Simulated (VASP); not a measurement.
Method: LDA (Ceperley-Alder, Perdew-Zunger), VASP's LDA PAW potentials (set 64) (plane waves; VASP).

Input for VASP

POSCAR:
```
NiSb
1
    1.9002309466    -3.2912967400     0.0000000000
    1.9002309466     3.2912967400     0.0000000000
    0.0000000000    -0.0000000000     4.9349208572
Ni Sb
2 2
Direct
  1.0000000000   0.0000000000   0.5000000000
  1.0000000000   0.0000000000   0.0000000000
  0.3333330000   0.6666670000   0.2500000000
  0.6666670000   0.3333330000   0.7500000000
```

### INCAR
```
ALGO = Normal
EDIFF = 1E-6
EDIFFG = -0.02
ENCUT = 500
IBRION = 2
ISIF = 3
ISMEAR = 1
LASPH = .TRUE.
LCHARG = .FALSE.
LMAXMIX = 4
LREAL = .FALSE.
LWAVE = .FALSE.
NELM = 100
NSW = 40
PREC = Accurate
PSTRESS = 100
SIGMA = 0.1
SYSTEM = NiSb
```

KPOINTS:
```
Automatic mesh
0
Gamma
9 9 6
0 0 0
```

POTCAR, in this order: Ni Sb (LDA.64 set). Program: vasp_std.

What VASP printed:

### OUTCAR
```
 ion  position               nearest neighbor table
   1  0.000  0.000  0.500-   2 2.47   2 2.47   4 2.52   3 2.52   4 2.52   3 2.52   4 2.52   3 2.52
  LATTYP: Found a hexagonal cell.
 ALAT       =     3.8004620615
 C/A-ratio  =     1.2985054915
 Subroutine PRICEL returns:
 Original cell was already a primitive cell.
 Subroutine GETGRP returns: Found 24 space group operations
The static configuration has the point symmetry D_3d.
 The point group associated with its full space group is D_6h.
The dynamic configuration has the point symmetry D_3d.
 Subroutine INISYM returns: Found 24 space group operations
 Subroutine IBZKPT returns following result:
 Found     48 irreducible k-points:

 Following reciprocal coordinates:
            Coordinates               Weight
  0.000000  0.000000  0.000000      1.000000
  0.111111  0.000000  0.000000      6.000000
  0.222222 -0.000000  0.000000      6.000000
  0.333333  0.000000  0.000000      6.000000
  0.444444 -0.000000  0.000000      6.000000
  0.111111  0.111111  0.000000      6.000000
  0.222222  0.111111  0.000000     12.000000
  0.333333  0.111111  0.000000     12.000000
  0.444444  0.111111  0.000000      6.000000
  0.222222  0.222222  0.000000      6.000000
  0.333333  0.222222  0.000000     12.000000
  0.333333  0.333333  0.000000      2.000000
  0.000000  0.000000  0.166667      2.000000
  0.111111  0.000000  0.166667     12.000000
  0.222222 -0.000000  0.166667     12.000000
  0.333333  0.000000  0.166667     12.000000
  0.444444 -0.000000  0.166667     12.000000
  0.111111  0.111111  0.166667     12.000000
  0.222222  0.111111  0.166667     24.000000
  0.333333  0.111111  0.166667     24.000000
  0.444444  0.111111  0.166667     12.000000
  0.222222  0.222222  0.166667     12.000000
  0.333333  0.222222  0.166667     24.000000
...
```

OSZICAR:
```
       N       E                     dE             d eps       ncg     rms          rms(c)
DAV:   1     0.169387403021E+03    0.16939E+03   -0.12214E+04  1824   0.161E+03
DAV:   2    -0.161469816353E+02   -0.18553E+03   -0.18071E+03  1851   0.324E+02
DAV:   3    -0.253093258577E+02   -0.91623E+01   -0.89104E+01  2136   0.907E+01
DAV:   4    -0.255580527575E+02   -0.24873E+00   -0.24778E+00  2065   0.142E+01
DAV:   5    -0.255665872295E+02   -0.85345E-02   -0.85324E-02  2246   0.272E+00    0.144E+01
DAV:   6    -0.270398512604E+02   -0.14733E+01   -0.29211E+01  2002   0.103E+02    0.145E+01
DAV:   7    -0.240981266130E+02    0.29417E+01   -0.11450E+01  1982   0.739E+01    0.470E+00
DAV:   8    -0.241104108835E+02   -0.12284E-01   -0.11454E+00  2258   0.795E+00    0.239E+00
DAV:   9    -0.240498282646E+02    0.60583E-01   -0.22139E-01  2046   0.883E+00    0.609E-01
DAV:  10    -0.240504565233E+02   -0.62826E-03   -0.99126E-03  1920   0.900E-01    0.420E-01
DAV:  11    -0.240498028380E+02    0.65369E-03   -0.46814E-04  2423   0.208E-01    0.145E-01
DAV:  12    -0.240496128556E+02    0.18998E-03   -0.44316E-04  2634   0.348E-01    0.201E-02
DAV:  13    -0.240496169243E+02   -0.40687E-05   -0.64464E-05  2113   0.659E-02    0.269E-02
DAV:  14    -0.240496168553E+02    0.69073E-07   -0.10173E-06  1068   0.122E-02
   1 F= -.20196847E+02 E0= -.20196989E+02  d E =-.201968E+02
```

### OUTCAR
```
------------------------ aborting loop because EDIFF is reached ----------------------------------------
  FORCE on cell =-STRESS in cart. coord.  units (eV):
  Direction    XX          YY          ZZ          XY          YZ          ZX
  --------------------------------------------------------------------------------------
  Total        3.8695235      3.8695240      3.8389050      0.0000000      0.0000000      0.0000000
  in kB      100.4348558    100.4348676     99.6401398      0.0000000      0.0000000      0.0000000
  external PRESSURE =       0.1699544 kB  Pullay stress =     100.0000000 kB
  volume of cell :       61.73
      direct lattice vectors                 reciprocal lattice vectors
     1.900230947 -3.291296740  0.000000000     0.263125912 -0.151915807  0.000000000
     1.900230947  3.291296740  0.000000000     0.263125912  0.151915807  0.000000000
     0.000000000  0.000000000  4.934920857     0.000000000  0.000000000  0.202637495
 POSITION                                       TOTAL-FORCE (eV/Angst)
 -----------------------------------------------------------------------------------
      0.00000      0.00000      2.46746         0.000000      0.000000     -0.000000
      0.00000      0.00000      0.00000         0.000000      0.000000     -0.000000
      1.90023      1.09710      1.23373        -0.000000     -0.000000      0.000000
      1.90023     -1.09710      3.70119         0.000000      0.000000      0.000000
 -----------------------------------------------------------------------------------
    total drift:                                0.000000      0.000000      0.000000
  FREE ENERGIE OF THE ION-ELECTRON SYSTEM (eV)
  ---------------------------------------------------
  free  energy   TOTEN  =       -24.0496168553 eV

  energy  without entropy=      -24.0500425022  energy(sigma->0) =      -24.04975874
  enthalpy is  TOTEN    =       -20.1968473160 eV   P V=        3.8527695392

 reached required accuracy - stopping structural energy minimisation
```
(Selected blocks of OUTCAR.)

File OUTCAR:
```
 val. band max:       11.5182426447   @ k =   0.2222  -0.0000   0.3333

 cond. band min:      11.5836017625   @ k =   0.1111   0.0000   0.0000


 Fermi energy:        11.5700679561

 k-point     1 :       0.0000    0.0000    0.0000
  band No.  band energies     occupation
      1      -2.3823      2.00000
      2       2.8903      2.00000
      3       4.5948      2.00000
      4       6.9931      2.00000
      5       6.9931      2.00000
      6       7.7962      2.00000
      7       8.4752      2.00000
      8       8.4752      2.00000
      9       9.0245      2.00000
     10       9.0245      2.00000
     11       9.9427      2.00000
     12       9.9427      2.00000
     13      11.4997      1.92261
     14      12.1698     -0.00000
     15      12.1698     -0.00000
     16      14.2835      0.00000
     17      14.2836      0.00000
     18      14.7586      0.00000
     19      16.0580      0.00000

 k-point     2 :       0.1111    0.0000    0.0000
  band No.  band energies     occupation
      1      -2.2109      2.00000
      2       2.8659      2.00000
      3       4.7864      2.00000
      4       6.9670      2.00000
      5       7.0338      2.00000
      6       7.7416      2.00000
      7       8.3511      2.00000
      8       8.4066      2.00000
      9       8.9204      2.00000
     10       9.0555      2.00000
     11       9.9330      2.00000
     12       9.9446      2.00000
     13      11.0554      2.00000
     14      11.4385      2.06868
     15      11.5836      0.77324
     16      13.5466     -0.00000
     17      14.8215      0.00000
     18      15.7320      0.00000
     19      16.1808      0.00000

 k-point     3 :       0.2222   -0.0000    0.0000
  band No.  band energies     occupation
      1      -1.7044      2.00000
      2       2.7367      2.00000
      3       5.3467      2.00000
      4       6.6577      2.00000
      5       7.1470      2.00000
      6       7.5385      2.00000
      7       8.1239      2.00000
...
```

Unless said otherwise, spin-orbit coupling is left out, though it shifts the bands of the heavy elements here.

The compound is NiSb in the NiAs type structure. It was relaxed first under an external pressure of 10 GPa. The run is not spin-polarised, so no magnetic state was tried.
